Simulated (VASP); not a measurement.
# Al3Si2F (Imm2) in VASP: a series of runs, part 2 of 2

VASP 6.6.1. Earlier steps stand in the parts before.

## Step 3: Relaxation of cell and atoms, PBE

This run uses another cell than the first one, of 17.70 Å³/atom, 0.902 times its volume.

File INCAR:

```
SYSTEM = Al3Si2F
PREC = Accurate
ENCUT = 520
EDIFF = 1E-7
ISMEAR = 0
SIGMA = 0.1
LREAL = .False.
LASPH = .True.
NELM = 120
ALGO = Normal
ISIF = 3
LWAVE = .False.
LCHARG = .False.
GGA = PE
IBRION = 2
NSW = 60
EDIFFG = -0.005
POTIM = 0.3
KPAR = 8
```

File KPOINTS:

```
regular mesh
0
Gamma
  10 10 10
  0 0 0
```

File POSCAR:

```
Al3Si2F                                 
1.0
   -2.2488810197      5.8761432114      2.0092974674
    2.2488810197     -5.8761432114      2.0092974674
    2.2488810197      5.8761432114     -2.0092974674
  Al              Si              F             
     3     2     1
Direct
     0.6327952706711421    0.7974520755196390    0.8353431951514965
     0.9621088803681420    0.7974520755196390    0.1646568048485035
     0.0589486545446121    0.5589486545446120    0.5000000000000000
     0.3984667787053156    0.0374253887538330    0.3610413899514899
     0.6763840088023440    0.0374253887538330    0.6389586100485102
     0.0214000169084403    0.0214000169084403    0.0000000000000000
```

Potentials or basis: VASP PAW PBE potentials, release 64 (Al, Si, F).

Launch:

```console
> cat potpaw_PBE.64/Al/POTCAR potpaw_PBE.64/Si/POTCAR potpaw_PBE.64/F/POTCAR > POTCAR
> mpirun -np 8 vasp_std > vasp.out
```

OUTCAR:

```text
SYSTEM = Al3Si2F
   PREC = Accurate
   ENCUT = 520
   EDIFF = 1E-7
   ISMEAR = 0
   LREAL = .False.
   LASPH = .True.
   NELM = 120
   ISIF = 3
   GGA = PE
   IBRION = 2
   NSW = 60
   EDIFFG = -0.005
   POTIM = 0.3

 ion  position               nearest neighbor table
   1  0.633  0.797  0.835-   6 2.13   4 2.50   4 2.50   5 2.50   3 3.15   3 3.15
   2  0.962  0.797  0.165-   6 2.13   5 2.50   5 2.50   4 2.50   3 3.15   3 3.15
   3  0.059  0.559  0.500-   6 2.25   6 2.25   4 2.52   5 2.52   4 2.66   5 2.66   1 3.15   1 3.15
                             2 3.15   2 3.15
   4  0.398  0.037  0.361-   1 2.50   1 2.50   2 2.50   3 2.52   3 2.66
   5  0.676  0.037  0.639-   2 2.50   2 2.50   1 2.50   3 2.52   3 2.66
   6  0.021  0.021  0.000-   1 2.13   2 2.13   3 2.25   3 2.25

  LATTYP: Found a body centered orthorhombic cell.
 ALAT       =     4.0185949348
 B/A-ratio  =     1.1192374729
 C/A-ratio  =     2.9244764933

  Lattice vectors:

 A1 = (   2.2488810197,  -5.8761432114,   2.0092974674)
 A2 = (  -2.2488810197,  -5.8761432114,  -2.0092974674)
 A3 = (   2.2488810197,   5.8761432114,  -2.0092974674)

Analysis of symmetry for initial positions (statically):
[... 189 lines left out ...]
  Direction    XX          YY          ZZ          XY          YZ          ZX
  --------------------------------------------------------------------------------------
  -------------------------------------------------------------------------------------
  Total        0.0863447      0.0303759      0.0161522      0.0000000      0.0000000      0.0000000
  in kB        1.3025157      0.4582221      0.2436567      0.0000000      0.0000000      0.0000000
  external PRESSURE =       0.6681315 kB  Pullay stress =       0.0000000 kB
[... 147 lines left out ...]
--------------------------------------- Ionic step        5  -------------------------------------------

 number of electron      24.0000004 magnetization

 Free energy of the ion-electron system (eV)
  ---------------------------------------------------
  ext. energy  EPLUGINS =         0.00000000
  ---------------------------------------------------
  free energy    TOTEN  =       -26.24490227 eV

  energy without entropy =      -26.23759149  energy(sigma->0) =      -26.24124688

 E-fermi :   6.1112     XC(G=0):  -9.5812

 val. band max:        6.0973051068   @ k =   0.1000   0.4000  -0.0000
 cond. band min:       6.1367940606   @ k =  -0.1000   0.2000   0.0000
 fundamental gap:      0.0394889538
 Fermi energy:         6.1112021804

 k-point     1 :       0.0000    0.0000    0.0000
  band No.  band energies     occupation
      1     -19.8672      2.00000
      2      -4.3888      2.00000
      3      -2.9494      2.00000
      4      -2.1931      2.00000
      5      -1.0908      2.00000
      6      -0.6773      2.00000
[... 433 lines left out ...]
      3      -2.9001      2.00000
      4      -2.1446      2.00000
      5      -1.2026      2.00000
      6      -1.0224      2.00000
[... 8 lines left out ...]
     15       8.6947      0.00000
     16       9.2247      0.00000

 [... further k-points ...]
[... 5 lines left out ...]
  --------------------------------------------------------------------------------------
  -------------------------------------------------------------------------------------
  Total        0.0004019     -0.0135862     -0.0106576      0.0000000      0.0000000      0.0000000
  in kB        0.0060571     -0.2047432     -0.1606094      0.0000000      0.0000000      0.0000000
  external PRESSURE =      -0.1197651 kB  Pullay stress =       0.0000000 kB
[... 21 lines left out ...]
  FREE ENERGIE OF THE ION-ELECTRON SYSTEM (eV)
  ---------------------------------------------------
  free  energy   TOTEN  =       -26.2449022738 eV

  energy  without entropy=      -26.2375914924  energy(sigma->0) =      -26.24124688

 reached required accuracy - stopping structural energy minimisation
```

CONTCAR:

```text
Al3Si2F
   1.00000000000000
    -2.2505907702263004    5.8772103906528894    2.0094177423434880
     2.2505907702263004   -5.8772103906528894    2.0094177423434880
     2.2505907702263004    5.8772103906528894   -2.0094177423434880
  Al              Si              F
     3     2     1
Direct
     0.6327115271102378    0.7973637790449061    0.8353477480653246
     0.9620160309795817    0.7973637790449061    0.1646522519346755
     0.0590683771972981    0.5590683771972981    0.5000000000000000
     0.3984935775589563    0.0374083463907647    0.3610852311681986
     0.6763231252225670    0.0374083463907647    0.6389147688318014
     0.0214909719313486    0.0214909719313486    1.0000000000000000

  0.00000000E+00  0.00000000E+00  0.00000000E+00
  0.00000000E+00  0.00000000E+00  0.00000000E+00
  0.00000000E+00  0.00000000E+00  0.00000000E+00
  0.00000000E+00  0.00000000E+00  0.00000000E+00
  0.00000000E+00  0.00000000E+00  0.00000000E+00
  0.00000000E+00  0.00000000E+00  0.00000000E+00
```

Run time: 2.1 min. Hardware: 8 MPI ranks of Intel Xeon 6975P-C (Granite Rapids), shared host; peak memory 0.57 GiB.

What came out:

```yaml
Free_energy: -26.2449 eV
Relaxed_volume: 17.72 Å³/atom
Relaxed_cell: a = 6.606 Å, b = 6.606 Å, c = 6.606 Å, α = 140.16°, β = 54.35°, γ = 144.58°
Space_group_after_relaxing_to_0.05_Å: Imm2 (No. 44)
Energy_gained_by_relaxing: 0.0 meV/atom
Ionic_steps: 5
Pressure_after_relaxing: 0.0 GPa
Largest_force_after_relaxing: 0.005 eV/Å
Band_gap_on_the_k_mesh: none (metal or under the smearing width)
```

Forces on the atoms (eV/Å):
```
Al   0.000  0.001 -0.004
Al   0.000 -0.001 -0.004
Al   0.000  0.000  0.001
Si   0.000  0.001  0.003
Si   0.000 -0.001  0.003
F    0.000  0.000  0.002
```

Final structure:
```
CELL_PARAMETERS angstrom
-2.25059 5.87721 2.00942
2.25059 -5.87721 2.00942
2.25059 5.87721 -2.00942
ATOMIC_POSITIONS crystal
Al 0.63271 0.79736 0.83535
Al 0.96202 0.79736 0.16465
Al 0.05907 0.55907 0.50000
Si 0.39849 0.03741 0.36109
Si 0.67632 0.03741 0.63891
F 0.02149 0.02149 0.00000
```

## Step 4: Single point, r2SCAN

This run uses another cell than the first one, of 17.72 Å³/atom, 0.903 times its volume.

File INCAR:

```
  PREC = Accurate
  ENCUT = 520
  EDIFF = 1E-6
  ISMEAR = 0
  SIGMA = 0.1
  LREAL = False
  LASPH = True
  NELM = 150
  ALGO = Normal
  ISIF = 2
  LWAVE = False
  LCHARG = False
  METAGGA = R2SCAN
  LMIXTAU = True
  KPAR = 8
```

File KPOINTS:

```
regular mesh
0
Gamma
  10 10 10
```

File POSCAR:

```
Al3Si2F                                 
1.0
   -2.2505907702      5.8772103907      2.0094177423
    2.2505907702     -5.8772103907      2.0094177423
    2.2505907702      5.8772103907     -2.0094177423
  Al              Si              F             
     3     2     1
Direct
     0.6327115271102378    0.7973637790449061    0.8353477480653246
     0.9620160309795817    0.7973637790449061    0.1646522519346755
     0.0590683771972981    0.5590683771972981    0.5000000000000000
     0.3984935775589563    0.0374083463907647    0.3610852311681986
     0.6763231252225670    0.0374083463907647    0.6389147688318014
     0.0214909719313486    0.0214909719313486    1.0000000000000000
```

Launch:

```console
> cat potpaw_PBE.64/Al/POTCAR potpaw_PBE.64/Si/POTCAR potpaw_PBE.64/F/POTCAR > POTCAR
> mpirun -np 8 vasp_std > vasp.out
```

It took 4.7 min on 8 MPI ranks of Intel Xeon 6975P-C (Granite Rapids), shared host; peak memory 0.61 GiB.

It converged, with:

* Free energy: -43.2673 eV
* Pressure: -1.6 GPa
* Largest force: 0.103 eV/Å
* Band gap on the k mesh: none (metal or under the smearing width)

Forces on the atoms (eV/Å):
```
Al   0.000  0.089 -0.010
Al   0.000 -0.089 -0.010
Al   0.000  0.000  0.091
Si   0.000 -0.036  0.016
Si   0.000  0.036  0.016
F    0.000  0.000 -0.103
```

Stress tensor (GPa, compression positive):
```
-2.25  0.00  0.00
 0.00 -2.07  0.00
 0.00  0.00 -0.56
```

Levels at points of the mesh, in eV from the Fermi level:
| k point | band 9 | band 10 | band 11 | band 12 | band 13 | band 14 | band 15 | band 16 |
| --- | --- | --- | --- | --- | --- | --- | --- | --- |
| (0.00, 0.00, 0.00) | -2.46 | -1.59 | -1.26 | -0.51 | 0.50 | 0.65 | 1.59 | 4.20 |
| (0.50, 0.00, 0.00) | -2.39 | -2.12 | -1.80 | -1.61 | 0.60 | 1.00 | 2.57 | 3.03 |
| (0.00, 0.50, 0.00) | -4.33 | -3.39 | -3.04 | -1.45 | -0.03 | 0.84 | 2.75 | 3.83 |
| (0.50, 0.50, 0.00) | -2.38 | -1.64 | -1.42 | -0.02 | 1.76 | 1.77 | 2.93 | 3.90 |
| (0.50, 0.50, 0.50) | -2.54 | -2.21 | -1.23 | -0.90 | 0.28 | 0.51 | 2.54 | 3.19 |

Caveat: the PAW data sets were made with another functional, which shifts forces and pressure a little.
